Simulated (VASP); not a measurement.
**La₃Al (space group Pm-3m): computed properties**

All values below come from PBEsol GGA, VASP's PBE PAW potentials (set 64) (plane waves; VASP).

- space group = Pm-3m (221)
- cell = a = 4.8795 Å, b = 4.8795 Å, c = 4.8795 Å, α = 90.00°, β = 90.00°, γ = 90.00°
- volume per atom = 29.04 Å³/atom
- band gap (over mesh and band path) = none (metal, semimetal or under 0.01 eV)
- Hill bulk modulus = 445 kbar
- Hill shear modulus = 25.5 GPa
- Poisson's ratio = 0.260
- band gap with spin-orbit coupling = none (metallic)
- density = 6.34 g/cm³
- optical Γ-point spectrum = 60 (×3), 104 (×3), 161 (×3) cm⁻¹
- C11 = 67.9 GPa
- C12 = 32.8 GPa
- C44 = 32.7 GPa

```cif
data_AlLa3
_chemical_formula_sum 'La3 Al1'
_space_group_name_H-M_alt 'P 1'
_space_group_IT_number 1
_cell_length_a 4.87947
_cell_length_b 4.87947
_cell_length_c 4.87947
_cell_angle_alpha 90.000
_cell_angle_beta 90.000
_cell_angle_gamma 90.000
loop_
_space_group_symop_operation_xyz
  'x, y, z'
loop_
_atom_site_label
_atom_site_type_symbol
_atom_site_fract_x
_atom_site_fract_y
_atom_site_fract_z
_atom_site_occupancy
La1 La 0.00000 0.50000 0.50000 1
La2 La 0.50000 0.00000 0.50000 1
La3 La 0.50000 0.50000 0.00000 1
Al1 Al 0.00000 0.00000 0.00000 1
```

Finite-difference elastic constants of metals are sensitive to mesh and smearing; shear constants can be off by tens of GPa.

The structure comes from a computed database's La3Al entry (Pm-3m); how it stands against other phases isn't given here. It was relaxed first, which changed the volume by -6 %. Symmetry was kept, so distortions that lower it aren't found.
